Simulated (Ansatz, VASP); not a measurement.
**Cross-check of GaSiMo (GaSiMo in the AlB2 type) between VASP and Ansatz**

Aim: how closely do two programs agree when they are given the same cell, functional and k mesh? The cell is generated by rule, not measured, and may not be a known phase. The cell is taken from a series of runs on this material, whose earlier steps may have relaxed, scaled, displaced or heated it; both programs get it as it stands.

Method: plane waves, with VASP 6.6.1 beside it; relaxation of cell and atoms at PBEsol, in Ansatz 0.2.0.

The structure was built from a prototype and need not be the compound's stable phase.

## 1. The structure

The structure is hexagonal, space group P-6m2 (No. 187). The conventional cell has a = 4.306 Å, b = 4.306 Å, c = 2.645 Å, α = 90.00°, β = 90.00°, γ = 120.00°. Mo has 2 Mo at 2.64 Å and 6 Si at 2.82 Å and 6 Ga at 2.82 Å nearest. Nearest to Ga lie 3 Si at 2.49 Å and 2 Ga at 2.64 Å and 6 Mo at 2.82 Å. Si has 3 Ga at 2.49 Å and 2 Si at 2.64 Å and 6 Mo at 2.82 Å nearest. Farther neighbours are not listed.

Structure file:

```cif
data_structure
_symmetry_space_group_name_H-M 'P-6m2'
_symmetry_Int_Tables_number 187
_cell_length_a 4.3063
_cell_length_b 4.3063
_cell_length_c 2.6446
_cell_angle_alpha 90.000
_cell_angle_beta 90.000
_cell_angle_gamma 120.000
_cell_volume 42.47
loop_
_atom_site_label
_atom_site_type_symbol
_atom_site_symmetry_multiplicity
_atom_site_Wyckoff_symbol
_atom_site_fract_x
_atom_site_fract_y
_atom_site_fract_z
_atom_site_occupancy
Mo1 Mo 1 a 0.00000 0.00000 0.00000 1
Ga1 Ga 1 d 0.33333 0.66667 0.50000 1
Si1 Si 1 f 0.66667 0.33333 0.50000 1
```

## 2. VASP: relaxation of cell and atoms, PBEsol, pair 1

The relaxed volume is the usual yardstick between codes: in a stiff, nearly cubic crystal its relative difference is about their pressure difference at one cell divided by the bulk modulus.

Lines of VASP's logs that name or quote its potential files are left out, and so is its time.

The input, INCAR:

```
SYSTEM = GaSiMo
PREC = Accurate
ENCUT = 500
EDIFF = 1E-07
NELM = 120
ISMEAR = 0
SIGMA = 0.1
LREAL = .FALSE.
ALGO = Normal
GGA = PS
NBANDS = 21
LASPH = .TRUE.
LORBIT = 11
LWAVE = .FALSE.
LCHARG = .FALSE.
ISIF = 3
IBRION = 2
NSW = 80
EDIFFG = -0.005
GGA_COMPAT = .FALSE.
NELMIN = 4
KPAR = 2
```

The input, POSCAR:

```
GaSiMo
1.0
    4.3063390000     -0.0000030000      0.0000000000
   -2.1531670000      3.7294000000      0.0000000000
    0.0000000000      0.0000000000      2.6446310000
Mo Ga Si
1 1 1
Direct
    0.0000000000      0.0000000000      0.0000000000
    0.3333334554      0.6666667560      0.5000001891
    0.6666665446      0.3333332440      0.5000001891
```

The input, KPOINTS:

```
Automatic mesh
0
Gamma
9 9 12
0 0 0
```

Potentials, in the order of the species: Mo_sv, Ga_d and Si (PBE family, release 64).

The run is started by

```bash
$ mpirun -np 2 vasp_std
```

Numbers of over 12 decimals in the logs are rounded to 6 here.

The program printed:

```text
[banner, memory and clock lines left out]
running    2 mpi-ranks, on    1 nodes
 distrk:  each k-point on    1 cores,    2 groups
 distr:  one band on    1 cores,    1 groups

 POSCAR found type information on POSCAR MoGaSi
 POSCAR found :  3 types and       3 ions
|                                                                             |
|               ----> ADVICE to this user running VASP <----                  |
|                                                                             |
|     You enforced a specific xc type in the INCAR file but a different       |
|     [... a line on the potential file left out ...]
|     I HOPE YOU KNOW WHAT YOU ARE DOING!                                     |
|                                                                             |

 LDA part: xc-table for (Slater+PW92), standard interpolation
 POSCAR, INCAR and KPOINTS ok, starting setup
 FFT: planning ... GRIDC
 FFT: planning ... GRID_SOFT
 FFT: planning ... GRID
 WAVECAR not read
 entering main loop
       N       E                     dE             d eps       ncg     rms          rms(c)
DAV:   1     0.252063310001E+03    0.25206E+03   -0.14730E+04  3655   0.212E+03
DAV:   2    -0.328638612729E+01   -0.25535E+03   -0.24512E+03  3707   0.502E+02
DAV:   3    -0.211276468065E+02   -0.17841E+02   -0.16905E+02  4159   0.111E+02
DAV:   4    -0.215721425710E+02   -0.44450E+00   -0.43800E+00  4095   0.170E+01
DAV:   5    -0.215832563851E+02   -0.11114E-01   -0.11107E-01  4315   0.261E+00    0.168E+01
DAV:   6    -0.208924342739E+02    0.69082E+00   -0.38970E+00  3852   0.157E+01    0.419E+00
DAV:   7    -0.206890496700E+02    0.20338E+00   -0.77238E-01  4426   0.809E+00    0.391E+00
DAV:   8    -0.206332722189E+02    0.55777E-01   -0.12344E-01  3838   0.260E+00    0.532E-01
DAV:   9    -0.206310055583E+02    0.22667E-02   -0.49704E-03  4588   0.642E-01    0.208E-01
DAV:  10    -0.206307932586E+02    0.21230E-03   -0.80718E-04  4002   0.274E-01    0.590E-02
DAV:  11    -0.206307694913E+02    0.23767E-04   -0.97497E-05  4079   0.899E-02    0.301E-02
DAV:  12    -0.206307698757E+02   -0.38444E-06   -0.88317E-06  4147   0.270E-02    0.486E-03
DAV:  13    -0.206307694775E+02    0.39826E-06   -0.92292E-07  4048   0.868E-03    0.182E-03
DAV:  14    -0.206307694475E+02    0.30010E-07   -0.45684E-08  2284   0.200E-03
   1 F= -.20630769E+02 E0= -.20624885E+02  d E =-.206308E+02
 curvature:   0.00 expect dE= 0.000E+00 dE for cont linesearch  0.000E+00
 trial: gam= 0.00000 g(F)=  0.753E-42 g(S)=  0.254E-01 ort = 0.000E+00 (trialstep = 0.100E+01)
 search vector abs. value=  0.254E-01
 bond charge predicted
       N       E                     dE             d eps       ncg     rms          rms(c)
DAV:   1    -0.207937586955E+02   -0.16299E+00   -0.37821E+00  3698   0.185E+01    0.233E+00
DAV:   2    -0.206818716710E+02    0.11189E+00   -0.27631E-01  3916   0.486E+00    0.124E+00
DAV:   3    -0.206523172354E+02    0.29554E-01   -0.52825E-02  4260   0.214E+00    0.662E-01
DAV:   4    -0.206404577581E+02    0.11859E-01   -0.18524E-02  3918   0.129E+00    0.160E-01
DAV:   5    -0.206402193770E+02    0.23838E-03   -0.18966E-03  4277   0.365E-01    0.702E-02
DAV:   6    -0.206401865388E+02    0.32838E-04   -0.62160E-05  5084   0.802E-02    0.216E-02
DAV:   7    -0.206401839970E+02    0.25418E-05   -0.55016E-06  4692   0.205E-02    0.439E-03
DAV:   8    -0.206401837163E+02    0.28074E-06   -0.59401E-07  3919   0.619E-03    0.125E-03
DAV:   9    -0.206401837459E+02   -0.29610E-07   -0.33428E-08  2004   0.188E-03
   2 F= -.20640184E+02 E0= -.20633909E+02  d E =-.941430E-02
 trial-energy change:   -0.009414  1 .order   -0.009938   -0.025436    0.005559
 step:   0.8047(harm=  0.8206)  dis= 0.00000  next Energy=   -20.640730 (dE=-0.996E-02)
 bond charge predicted
       N       E                     dE             d eps       ncg     rms          rms(c)
DAV:   1    -0.206465194465E+02   -0.63357E-02   -0.14353E-01  3693   0.356E+00    0.455E-01
DAV:   2    -0.206423177726E+02    0.42017E-02   -0.97602E-03  3976   0.936E-01    0.240E-01
DAV:   3    -0.206412085562E+02    0.11092E-02   -0.20191E-03  4382   0.424E-01    0.128E-01
DAV:   4    -0.206407669338E+02    0.44162E-03   -0.66446E-04  4050   0.240E-01    0.320E-02
DAV:   5    -0.206407578508E+02    0.90831E-05   -0.70350E-05  4272   0.682E-02    0.137E-02
DAV:   6    -0.206407573382E+02    0.51258E-06   -0.23969E-06  4935   0.155E-02    0.441E-03
DAV:   7    -0.206407574010E+02   -0.62830E-07   -0.17669E-07  2762   0.405E-03
   3 F= -.20640757E+02 E0= -.20634613E+02  d E =-.998795E-02
 curvature:  -0.41 expect dE=-0.109E-05 dE for cont linesearch -0.344E-06
 trial: gam= 0.00000 g(F)=  0.177E-42 g(S)=  0.269E-05 ort =-0.147E-03 (trialstep = 0.961E+00)
 search vector abs. value=  0.269E-05
 reached required accuracy - stopping structural energy minimisation
```

From OUTCAR (step 2):

```text
ion  position               nearest neighbor table
   1  0.000  0.000  0.000-   3 2.82   2 2.82   2 2.82   3 2.82   2 2.82   3 2.82   3 2.82   2 2.82
                             3 2.82   2 2.82   2 2.82   3 2.82
   2  0.333  0.667  0.500-   3 2.49   3 2.49   3 2.49   1 2.82   1 2.82   1 2.82   1 2.82   1 2.82
                             1 2.82
   3  0.667  0.333  0.500-   2 2.49   2 2.49   2 2.49   1 2.82   1 2.82   1 2.82   1 2.82   1 2.82
                             1 2.82

  LATTYP: Found a hexagonal cell.
 ALAT       =     4.3063390000
 C/A-ratio  =     0.6141251304

 Subroutine GETGRP returns: Found 12 space group operations
 (whereof 12 operations were pure point group operations)

The static configuration has the point symmetry D_3h.

 Found     84 irreducible k-points:

   k-points           NKPTS =     84   k-points in BZ     NKDIM =     84   number of bands    NBANDS=     21

   dimension x,y,z NGX =    32 NGY =   32 NGZ =   20
   dimension x,y,z NGXF=    64 NGYF=   64 NGZF=   40

   ENCUT  =  500.0 eV  36.75 Ry    6.06 a.u.   7.85  7.85  4.82*2*pi/ulx,y,z

   NELECT =      31.0000    total number of electrons

 k-points in reciprocal lattice and weights: Automatic mesh
   0.00000000  0.00000000  0.00000000       0.001
   0.11111111  0.00000000  0.00000000       0.006
   0.22222222  0.00000000  0.00000000       0.006
   0.33333333  0.00000000  0.00000000       0.006
   0.44444444  0.00000000  0.00000000       0.006
   0.11111111  0.11111111  0.00000000       0.006
   0.22222222  0.11111111  0.00000000       0.012
   0.33333333  0.11111111  0.00000000       0.012
   0.44444444  0.11111111  0.00000000       0.006
[...]
0.33333333  0.22222222  0.50000000       0.012
   0.33333333  0.33333333  0.50000000       0.002

 average (electrostatic) potential at core
       1 -70.4859       2 -59.4873       3 -78.8807

 E-fermi :  10.9924

 k-point     1 :       0.0000    0.0000    0.0000
  band No.  band energies     occupation
    ...
     10      -2.0209      2.00000
     11       5.5228      2.00000
     12       5.5228      2.00000
     13       6.8806      2.00000
     14       7.3462      2.00000
     15      11.0854      0.18817
     16      11.0855      0.18811
     17      12.7894      0.00000
     18      12.7894      0.00000
     19      14.6883      0.00000
    ...

 k-point     2 :       0.1111    0.0000    0.0000
  band No.  band energies     occupation
    ...
     12       5.5935      2.00000
     13       7.0792      2.00000
     14       8.1392      2.00000
     15      10.5249      2.00000
     16      10.8269      1.98074
     17      12.7294      0.00000
     18      12.7829      0.00000
     19      15.0133      0.00000
     20      15.0295      0.00000
     21      18.0838      0.00000

 k-point     3 :       0.2222    0.0000    0.0000
  band No.  band energies     occupation
    ...
     12       5.7907      2.00000
     13       6.9528      2.00000
     14       9.2453      2.00000
     15      10.1265      2.00000
     16      10.2504      2.00000
     17      12.5908      0.00000
     18      12.7666      0.00000
     19      15.4356      0.00000
     20      15.8043      0.00000
     21      18.6256      0.00000

  Total        0.0013666      0.0013666      0.0127865     -0.0000000     -0.0000000      0.0000000
  in kB        0.0512544      0.0512543      0.4795663     -0.0000000     -0.0000000      0.0000000
  external PRESSURE =       0.1940250 kB  Pullay stress =       0.0000000 kB

  energy-cutoff  :      500.00
  volume of cell :       42.72
      direct lattice vectors                 reciprocal lattice vectors
     4.342772855 -0.000003026  0.000000000     0.230267720  0.132944939  0.000000000
    -2.171383907  3.760952645 -0.000000000     0.000000185  0.265890187  0.000000000
     0.000000000 -0.000000000  2.615455439     0.000000000  0.000000000  0.382342588

 POSITION                                       TOTAL-FORCE (eV/Angst)
 -----------------------------------------------------------------------------------
      0.00000     -0.00000      0.00000         0.000000     -0.000000      0.000000
      0.00000      2.50730      1.30773        -0.000000     -0.000000      0.000000
      2.17139      1.25365      1.30773         0.000000      0.000000      0.000000
 -----------------------------------------------------------------------------------
    total drift:                               -0.000149     -0.000141     -0.000127

  FREE ENERGIE OF THE ION-ELECTRON SYSTEM (eV)
  ---------------------------------------------------
  free  energy   TOTEN  =       -20.6407574010 eV

  energy  without entropy=      -20.6284683614  energy(sigma->0) =      -20.63461288

 reached required accuracy - stopping structural energy minimisation

 total charge
# of ion       s       p       d       tot
------------------------------------------
    1        2.293   6.151   4.079  12.524
    2        0.895   0.909  10.038  11.843
    3        0.752   0.821   0.000   1.573
--------------------------------------------------
tot          3.941   7.881  14.118  25.940

[... 3 further parts left out ...]
```

(Part 1 of 2 ends here.)

[Lines on the potential files, build, host, timing and source positions are cut from VASP's logs without a mark.]

[Logs are printed without paths, hosts, clocks, repeated set-up lines and the standing remarks that a program may print on its own settings, such as how far it seeks lower states.]

[Hosts, paths, dates, database ids (printed as entryN), source tags and the programs' standing remarks are cut or masked in the printed files.]
